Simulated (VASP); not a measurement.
Input of a VASP 6.6.1 run:

The input INCAR:

```
SYSTEM = MgB2
ALGO = Normal ; EDIFF = 1E-6
ENCUT = 520 ; ISIF = 2
ISMEAR = 1 ; LASPH = .TRUE.
LCHARG = .FALSE. ; LREAL = .FALSE.
LWAVE = .FALSE. ; NELM = 80
PREC = Accurate ; SIGMA = 0.1
```

KPOINTS

```
k-points
0
G
  15 15 10
  0 0 0
```

File POSCAR:

```
MgB2                                    
1.0
    3.0605751513     -0.0000000000     -0.0000000000
   -1.5302875757      2.6505358313      0.0000000000
   -0.0000000000     -0.0000000000      3.5058936228
  Mg              B             
     1     2
Direct
     0.0000000000000000    0.0000000000000000    0.0000000000000000
     0.3333333332999970    0.6666666667000030    0.5000000000000000
     0.6666666667000030    0.3333333332999970    0.5000000000000000
```

Contents of KPOINTS_OPT:

```
explicit points
168
Reciprocal
 0.0000000000  0.0000000000  0.0000000000 1
 0.0555555556  0.0000000000  0.0000000000 1
 0.1111111111  0.0000000000  0.0000000000 1
 0.1666666667  0.0000000000  0.0000000000 1
 0.2222222222  0.0000000000  0.0000000000 1
 0.2777777778  0.0000000000  0.0000000000 1
[... 160 lines left out ...]
 0.5000000000  0.0000000000  0.0196246000 1
 0.5000000000  0.0000000000 -0.0196246000 1
```

Potentials or basis: VASP PAW LDA potentials, release 64 (Mg, B).

Command:

```bash
$ cat potpaw_LDA.64/Mg/POTCAR potpaw_LDA.64/B/POTCAR > POTCAR
$ mpirun -np 1 vasp_std > vasp.out
```

(1) Estimate the pressure.

(2) Estimate the band gap along the path.

## Answers

(1) -5.2 GPa.

(2) none (metal or under the smearing width).
